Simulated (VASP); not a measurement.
Here is the system:

```
PbO2
1.0
    4.99368     0.00000     0.00000
    0.00000     4.99368     0.00000
    0.00000     0.00000     3.41684
Pb O
2 4
Direct
  0.00000   0.00000   0.00000
  0.50000   0.50000   0.50000
  0.30741   0.30741   0.00000
  0.80741   0.19259   0.50000
  0.19259   0.80741   0.50000
  0.69259   0.69259   0.00000
```

Method: PBEsol GGA, VASP's PBE PAW potentials (set 64) (plane waves; VASP). Run with 520 eV cut-off, 10×10×15 Γ-centred mesh, Gaussian smearing of 0.010 eV, potentials Pb_d O.

Question: What does the run give for the energy per atom (σ→0)?

Answer: 
```
Property                       Result
---------------------  --------------
energy per atom (σ→0)  -5678 meV/atom
```

Total energies compare only between runs with the same potentials, cut-off and functional.

The compound is PbO2 in the rutile structure. It was relaxed first.
